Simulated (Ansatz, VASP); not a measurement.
## Ru (Ruthenium) in two plane-wave programs

One calculation is typed for both programs; each brings its own data sets. How far apart do they land? The cell is taken from a series of runs on this material, whose earlier steps may have relaxed, scaled, displaced or heated it; both programs get it as it stands.

Main program and level: Ansatz 0.2.0; plane waves, with VASP 6.6.1 beside it; zone-centre phonons at PBEsol.

## 1. Starting point

Symmetry: P6_3/mmc, No. 194, hexagonal system. Conventional cell: a = 2.674 Å, b = 2.674 Å, c = 4.377 Å, α = 90.00°, β = 90.00°, γ = 120.00°. Nearest to Ru lie 12 Ru at 2.67 to 2.68 Å.

## 2. Ansatz: zone-centre phonons, PBEsol

Ansatz runs on its PAW soft_1 files.

Second derivatives magnify differences that forces hide, and they need a tight electronic threshold.

input.yaml

```yaml
crystal:
  lattice:
    - [2.673579277, 0.0, 0.0]
    - [-1.3367896385, 2.3153875729, 0.0]
    - [0.0, 0.0, 4.3767746856]
  atoms:
    - { symbol: Ru, position: [0.3333333316, 0.6666666684, 0.25] }
    - { symbol: Ru, position: [0.6666666684, 0.3333333316, 0.75] }
kpoints:
  mp_grid: { grid: [18, 18, 12] }
hamiltonian:
  xc: pbesol
  pseudopotentials: { kind: paw, azcp: { folder: soft_1 }, xc_functional: pbe }
scf:
  occupations: { method: methfessel_paxton, width: 0.2 }
output:
  eigenvalues: true
phonons:
  method: dfpt
```

Run with:

```bash
> ansatz run input.yaml --threads 4 --pin off --max-ram 10240MiB --backend cpu --events-out ev --progress --plain --runs-dir out
```

Numbers of over 12 decimals in the logs are rounded to 6 here.

What it wrote:

```text
zone centre: on kpoints.mp_grid the ground state, and the responses unless they are solved on pairs of k-points, stand on 637 of the mesh's 3888 k-points, reduced under 4 symmetry operations, with k and −k counted as one. Each operation leaves every solved displacement unchanged or reverses it
Engine: ansatz 0.2.0, x86_64-unknown-linux-gnu
Pseudopotentials: kind: paw
Pseudopotential: Ru, paw, valence charge 16, recommended cutoff 420 eV (normal), soft_1/Ru.paw.azcp
Functional definition: PBEsol
  exchange = pbesol_x
  correlation = pbesol_c
Crystal: 2 atoms, lattice volume = 27.094 Å³
Basis set: ecut = 420 eV, 549 PW (Γ), exchange–correlation on 36×36×60 points (8 copies of the dense FFT grid, shifted against one another)
Bands: 20, of which v1, the nominal top of the filled ones, is band 16 counted from 1 (15 counted from 0)
Symmetry: 24 space group operations
k-points: 637 of 3888 (irreducible under 4 space group operations, time reversal used)
Non-local potential: Ru, projectors of the file, l = 0: 3, l = 1: 2, l = 2: 2, l = 3: 1
PAW form: soft (Blöchl's): semilocal exchange-correlation on the pseudo side does not see the compensation charge
PAW frozen core: Ru, regenerated for the run's functional, and the local potential with it (the file was generated under x = pbe(κ = 0.804, μ = 0.219515), c = pbe(β = 0.066725))
PAW one-centre angular grid: Ru, 590 points (default); XC on 64 Gauss nodes
Initial density: superposition of atomic densities (chi_scale 0.1, normalization cell)
Initial wavefunctions: pseudopotential atomic-orbital guess
Functional: x = pbesol(κ = 0.804, μ = 0.123457), c = pbesol(β = 0.046)
SCF iter   1: F=—  HF=-11634.542447 eV  |F-HF|=—  |Δ(HF+E_count)|=         —  Δρ=1.31e-1  dr2=4.47e0  ethr=3.10e-3  ⟨swp⟩=5.0  Hψ=111121  notcnv=0  defer=67
automatic band count: the SCF goes on with 24 bands, as 20 were too few: they end inside the smearing window of the response
preconditioner: auto → none  [metal: Δε(μ)=0.018 eV  Ē_g=11.545 eV  σ=0.200 eV  W_gap=0.08  n_scr=8 (ndim 8)  ℏωp=28.5 eV  f_vac=0.000  D(μ)=1.49/eV (n_scr^D=22)  sad-step TF]
SCF iter   2: F=—  HF=-11633.523507 eV  |F-HF|=—  |Δ(HF+E_count)|=    1.02e0  S|Δr|=    0.00e0  Δρ=7.44e-2  dr2=1.44e0  ethr=3.10e-3  ⟨swp⟩=2.8  Hψ=30058  notcnv=0  defer=1725
SCF iter   3: F=—  HF=-11633.051283 eV  |F-HF|=—  |Δ(HF+E_count)|=   4.72e-1  S|Δr|=    0.00e0  Δρ=4.03e-3  dr2=2.11e-3  ethr=3.10e-3  ⟨swp⟩=2.1  Hψ=22452  notcnv=0  defer=1725
SCF iter   4: F=—  HF=-11633.052710 eV  |F-HF|=—  |Δ(HF+E_count)|=   1.43e-3  S|Δr|=    0.00e0  Δρ=3.55e-4  dr2=1.80e-5  ethr=6.60e-6  ⟨swp⟩=2.6  Hψ=30615  notcnv=0  defer=1577
SCF iter   5: F=—  HF=-11633.052715 eV  |F-HF|=—  |Δ(HF+E_count)|=   5.31e-6  S|Δr|=    0.00e0  Δρ=8.52e-5  dr2=1.13e-6  ethr=5.63e-8  ⟨swp⟩=2.7  Hψ=24217  notcnv=0  defer=1577
SCF iter   6: F=—  HF=-11633.052715 eV  |F-HF|=—  |Δ(HF+E_count)|=   5.00e-7  S|Δr|=    0.00e0  Δρ=2.19e-5  dr2=6.47e-8  ethr=3.53e-9  ⟨swp⟩=2.5  Hψ=23850  notcnv=0  defer=1577
SCF iter   7: F=—  HF=-11633.052715 eV  |F-HF|=—  |Δ(HF+E_count)|=   2.67e-8  S|Δr|=    0.00e0  Δρ=1.31e-6  dr2=2.82e-10  ethr=2.02e-10  ⟨swp⟩=2.4  Hψ=24085  notcnv=0  defer=1577
SCF iter   8: F=-11633.052715 eV  HF=-11633.052715 eV  |F-HF|=5.46e-12  |Δ(HF+E_count)|=  1.82e-12  S|Δr|=    0.00e0  Δρ=1.09e-7  dr2=2.39e-12  ethr=1.00e-12  ⟨swp⟩=10.8  Hψ=76649  notcnv=0
SCF 1 converged in 8 iterations: F = -11633.052715 eV  dr2 = 2.39e-12
  greatest PAW one-centre occupation: 1.000 electrons in one spin orbital (limit 2), on the Ru atom at site 1 (counted from 0), in its partial waves of l = 0
DFPT response loops at Γ: preconditioner auto → Kerker (q_TF=auto, 2.805 Å⁻¹) (partly filled bands, converged f_vac=0.000); β = 1.00, the filter's whole step (`scf.mixing.beta` (0.50) is not read by the response loops under this deck's `scf.mixing.preconditioner`; to damp them name `kerker` or `kerker_dos`, under which they read `scf.mixing.beta`, and type it under 1.00, their step now; both keys bind the ground state too); Broyden in place of MSR1
SCF converged after 8 iterations
Stability not checked: this state was not tested for a lower state beside it, because cold or Methfessel-Paxton smearing, or corrected tetrahedra, fill the levels in a way that the test cannot read (fill_not_monotonic; see scf.lower_state_search)
Free energy (F): -11633.052715 eV
Harris-Foulkes:  -11633.052715 eV  (|F-HF|=5.46e-12)
Internal energy: -11633.053406 eV  (E = F + TS)
E sigma→0 (E₀):  -11633.052888 eV
Entropy (-TS):   0.000692 eV (0.346 meV/atom)
Fermi energy:    23.240049 eV
Step filling:    the computed levels leave a gap of 0.0000 eV = 0.0 smearing widths at the electron count; against every level under it full and every level over it empty, smearing changes F+E_penalty+E_count by +0.682 meV and its σ→0 estimate by +0.510 meV
--- Per-component energies (eV) ---
  E_band       = -114.584593
  E_kinetic    = 919.992406
  E_local      = -2534.492409  (includes V_loc(G=0)·N_el)
  E_nonlocal   = 828.415327
  E_hartree    = 836.931307
  E_xc         = -338.402796
  E_vxc        = -429.320103  (∫ρ·V_xc dr)
  E_paw        = -6879.848220  (= ΣΔE_a)
  E_vpaw       = -573.043690  (= ΣTr[D̂ρ^β])
  E_aug_tail   = 0.001171  (compensation charges beyond the density's cutoff)
  E_ewald      = -4466.156785
  E_core_change = 0.506593  (= ΣΔE_core)
  E_smearing   = 0.000692  (= −TS)
  E_closure    = -0.000000  (closes the sum)
  Σ components = -11633.052715   (vs F -11633.052715, Δ=0.00e0)
--- Band table (eV; the first three rows and the last of 637) ---
  k-point 0: bands = [... 12 lower, 20.6541, 21.2648, 21.2648, 22.1062, 22.1062, 24.0887, 24.4490, 24.4490, ... 4 higher]
  k-point 1: bands = [... 12 lower, 20.6224, 21.2276, 21.2276, 22.1931, 22.1931, 23.8389, 24.4469, 24.4469, ... 4 higher]
  k-point 2: bands = [... 12 lower, 20.5539, 21.1255, 21.1255, 22.4233, 22.4233, 23.1926, 24.4299, 24.4299, ... 4 higher]
  k-point 636: bands = [... 12 lower, 20.5801, 20.5801, 21.9211, 21.9211, 24.9203, 24.9203, 28.3762, 28.3762, ... 4 higher]
--- Phonons (Γ-DFPT): 2 representative perturbations + reference, on 637 of 3888 k-points (Σ response iterations 6) ---
  k mesh reduced under 4 symmetry operations, with k and −k counted as one. Each operation leaves every solved displacement unchanged or reverses it
  ASR residual: 8.419e-5 → 0.000e0 eV/Å²; symmetrization residual: 3.268e-13 eV/Å²
  ASR residual per site (eV/Å²): 8.42e-5 8.42e-5
  Γ frequencies (cm⁻¹): 0.00 0.00 0.00 193.09 193.09 228.74
  non-analytic LO–TO correction: not included (Born effective charges unavailable; polar crystals: no LO–TO splitting at Γ)
```

## 3. VASP: zone-centre phonons, PBEsol

The same cell, functional, mesh and smearing now go to VASP, with its own data sets.

Lines of VASP's logs that name or quote its potential files are left out, and so is its time.

INCAR

```
SYSTEM = Ru
PREC = Accurate
ENCUT = 500
EDIFF = 1E-08
NELM = 120
ISMEAR = 1
SIGMA = 0.2
LREAL = .FALSE.
ALGO = Normal
GGA = PS
NBANDS = 20
LASPH = .TRUE.
LORBIT = 11
LWAVE = .FALSE.
LCHARG = .FALSE.
ISIF = 2
IBRION = 8
GGA_COMPAT = .FALSE.
KPAR = 2
```

POSCAR

```
Ru
1.0
    2.6735792770      0.0000000000      0.0000000000
   -1.3367896385      2.3153875729      0.0000000000
    0.0000000000      0.0000000000      4.3767746856
Ru
2
Direct
    0.3333333316      0.6666666684      0.2500000000
    0.6666666684      0.3333333316      0.7500000000
```

KPOINTS

```
Automatic mesh
0
Gamma
18 18 12
0 0 0
```

PAW data sets: Ru_pv (PBE family, release 64).

Run with:

```bash
> mpirun -np 2 vasp_std
```

What it wrote:

```text
[banner, memory and clock lines left out]
running    2 mpi-ranks, on    1 nodes
 distrk:  each k-point on    1 cores,    2 groups
 distr:  one band on    1 cores,    1 groups

 POSCAR found type information on POSCAR Ru
 POSCAR found :  1 types and       2 ions
|                                                                             |
|               ----> ADVICE to this user running VASP <----                  |
|                                                                             |
|     You enforced a specific xc type in the INCAR file but a different       |
|     [... a line on the potential file left out ...]
|     I HOPE YOU KNOW WHAT YOU ARE DOING!                                     |
|                                                                             |

 LDA part: xc-table for (Slater+PW92), standard interpolation
 POSCAR, INCAR and KPOINTS ok, starting setup
 FFT: planning ... GRIDC
 FFT: planning ... GRID_SOFT
 FFT: planning ... GRID
 WAVECAR not read
 entering main loop
       N       E                     dE             d eps       ncg     rms          rms(c)
DAV:   1     0.280508902065E+03    0.28051E+03   -0.17390E+04 10384   0.152E+03
DAV:   2    -0.159537171990E+02   -0.29646E+03   -0.28839E+03 10692   0.455E+02
DAV:   3    -0.218643532678E+02   -0.59106E+01   -0.58609E+01 11780   0.715E+01
DAV:   4    -0.219102705280E+02   -0.45917E-01   -0.45888E-01 13540   0.595E+00
DAV:   5    -0.219108999801E+02   -0.62945E-03   -0.62840E-03 11596   0.592E-01    0.194E+01
DAV:   6    -0.203960796250E+02    0.15148E+01   -0.35542E+00 12108   0.188E+01    0.484E+00
DAV:   7    -0.203090290950E+02    0.87051E-01   -0.56250E-01 11960   0.548E+00    0.959E-01
DAV:   8    -0.203009695903E+02    0.80595E-02   -0.24788E-02 11508   0.115E+00    0.366E-01
DAV:   9    -0.202995466978E+02    0.14229E-02   -0.24501E-03 12004   0.559E-01    0.410E-02
DAV:  10    -0.202995387858E+02    0.79120E-05   -0.16556E-04 11544   0.131E-01    0.257E-02
DAV:  11    -0.202995396954E+02   -0.90960E-06   -0.71872E-06 12096   0.249E-02    0.142E-03
DAV:  12    -0.202995397847E+02   -0.89239E-07   -0.99115E-08 11996   0.279E-03    0.122E-03
DAV:  13    -0.202995398169E+02   -0.32212E-07   -0.27885E-09  7752   0.488E-04    0.222E-04
DAV:  14    -0.202995398150E+02    0.18454E-08   -0.24692E-10  7084   0.163E-04
   1 F= -.20299540E+02 E0= -.20299764E+02  d E =0.671391E-03
 Linear response reoptimize wavefunctions to high precision
DAV:   1    -0.202995398171E+02   -0.20423E-08   -0.31210E-11  7148   0.570E-05
DAV:   2    -0.202995398171E+02    0.00000E+00   -0.49029E-12  6752   0.146E-05
 Linear response DOF=           2
 Linear response progress:
  Degree of freedom:   1/  2
       N       E                     dE             d eps       ncg     rms          rms(c)
RMM:   1    -0.514804260562E+00   -0.51480E+00    0.28760E+00 46378   0.594E+01
RMM:   2    -0.615249666010E+00   -0.10045E+00   -0.11458E-01 63810   0.286E+00    0.149E-01
RMM:   3    -0.613810274578E+00    0.14394E-02   -0.35260E-03 74111   0.488E-01    0.670E-02
RMM:   4    -0.612345696650E+00    0.14646E-02   -0.50979E-04 73964   0.180E-01    0.253E-02
RMM:   5    -0.612139056682E+00    0.20664E-03   -0.81219E-05 87740   0.453E-02    0.101E-02
RMM:   6    -0.612032286551E+00    0.10677E-03   -0.74512E-05 79239   0.136E-02    0.662E-03
RMM:   7    -0.612023634364E+00    0.86522E-05   -0.48299E-05 78705   0.778E-03    0.758E-04
RMM:   8    -0.612043765757E+00   -0.20131E-04   -0.31737E-05 97341   0.269E-03    0.349E-04
RMM:   9    -0.612052257235E+00   -0.84915E-05   -0.15325E-05 88179   0.116E-03    0.668E-05
RMM:  10    -0.612052554102E+00   -0.29687E-06   -0.84564E-06101943   0.649E-04    0.216E-05
RMM:  11    -0.612052999761E+00   -0.44566E-06   -0.41724E-06 90831   0.421E-04    0.929E-06
RMM:  12    -0.612052987643E+00    0.12118E-07   -0.24938E-06 97336   0.319E-04    0.386E-06
RMM:  13    -0.612052931572E+00    0.56071E-07   -0.15773E-06104238   0.261E-04    0.182E-06
RMM:  14    -0.612052989986E+00   -0.58414E-07   -0.10133E-06 95440   0.233E-04    0.465E-07
RMM:  15    -0.612052997299E+00   -0.73133E-08   -0.65283E-07 99672   0.213E-04    0.565E-07
RMM:  16    -0.612053015255E+00   -0.17955E-07   -0.45961E-07 98576   0.204E-04    0.181E-07
RMM:  17    -0.612053021725E+00   -0.64708E-08   -0.33400E-07 90523   0.197E-04    0.134E-07
RMM:  18    -0.612053015288E+00    0.64377E-08   -0.26716E-07 85976   0.193E-04    0.519E-07
RMM:  19    -0.612053018425E+00   -0.31376E-08   -0.21745E-07 83957   0.191E-04    0.487E-07
RMM:  20    -0.612053020270E+00   -0.18446E-08   -0.18920E-07 84345   0.189E-04    0.473E-07
RMM:  21    -0.612053020558E+00   -0.28845E-09   -0.16019E-07 83841   0.189E-04    0.511E-07
 first order change of Fermi-energy  -0.11420E-04
 force on displaced ion       1 direction 1 :  -6.924   0.001   0.000
 Linear response progress:
  Degree of freedom:   2/  2
       N       E                     dE             d eps       ncg     rms          rms(c)
RMM:   1    -0.636663494469E+00   -0.63666E+00    0.34320E+00 15986   0.602E+01
RMM:   2    -0.749097644861E+00   -0.11243E+00   -0.12942E-01 22098   0.300E+00    0.144E-01
RMM:   3    -0.749098951599E+00   -0.13067E-05   -0.36003E-03 25824   0.463E-01    0.728E-02
RMM:   4    -0.748204216508E+00    0.89474E-03   -0.47938E-04 25098   0.172E-01    0.228E-02
RMM:   5    -0.748091368160E+00    0.11285E-03   -0.65832E-05 29589   0.548E-02    0.187E-02
RMM:   6    -0.748020058125E+00    0.71310E-04   -0.41200E-05 26659   0.196E-02    0.105E-02
RMM:   7    -0.747945676456E+00    0.74382E-04   -0.56673E-05 26263   0.976E-03    0.273E-03
RMM:   8    -0.747929082969E+00    0.16593E-04   -0.22651E-05 30322   0.442E-03    0.697E-04
RMM:   9    -0.747933552402E+00   -0.44694E-05   -0.13235E-05 29841   0.159E-03    0.106E-04
RMM:  10    -0.747933897606E+00   -0.34520E-06   -0.48427E-06 30003   0.733E-04    0.398E-05
RMM:  11    -0.747934726679E+00   -0.82907E-06   -0.46656E-06 32138   0.445E-04    0.129E-05
RMM:  12    -0.747934792162E+00   -0.65483E-07   -0.23208E-06 31331   0.329E-04    0.467E-06
RMM:  13    -0.747934904298E+00   -0.11214E-06   -0.28635E-06 34773   0.261E-04    0.199E-06
RMM:  14    -0.747934813155E+00    0.91143E-07   -0.13425E-06 33888   0.223E-04    0.119E-06
RMM:  15    -0.747934823357E+00   -0.10202E-07   -0.13290E-06 33773   0.202E-04    0.111E-06
RMM:  16    -0.747934805886E+00    0.17471E-07   -0.76371E-07 33028   0.192E-04    0.225E-07
RMM:  17    -0.747934804491E+00    0.13945E-08   -0.72036E-07 32302   0.183E-04    0.543E-07
RMM:  18    -0.747934794501E+00    0.99896E-08   -0.48846E-07 32155   0.179E-04    0.314E-07
RMM:  19    -0.747934795752E+00   -0.12509E-08   -0.45926E-07 31351   0.176E-04    0.305E-07
RMM:  20    -0.747934790025E+00    0.57277E-08   -0.35086E-07 29004   0.174E-04    0.342E-07
RMM:  21    -0.747934791894E+00   -0.18689E-08   -0.34884E-07 29698   0.173E-04    0.343E-07
 first order change of Fermi-energy   0.68575E-04
 force on displaced ion       1 direction 3 :  -0.000   0.000  -9.712
 Linear response finished
```

(Part 1 of 2 ends here.)

[Lines on the potential files, build, host, timing and source positions are cut from VASP's logs without a mark.]

[Logs are printed without paths, hosts, clocks, repeated set-up lines and the standing remarks that a program may print on its own settings, such as how far it seeks lower states.]

[Hosts, paths, dates, database ids (printed as entryN), source tags and the programs' standing remarks are cut or masked in the printed files.]
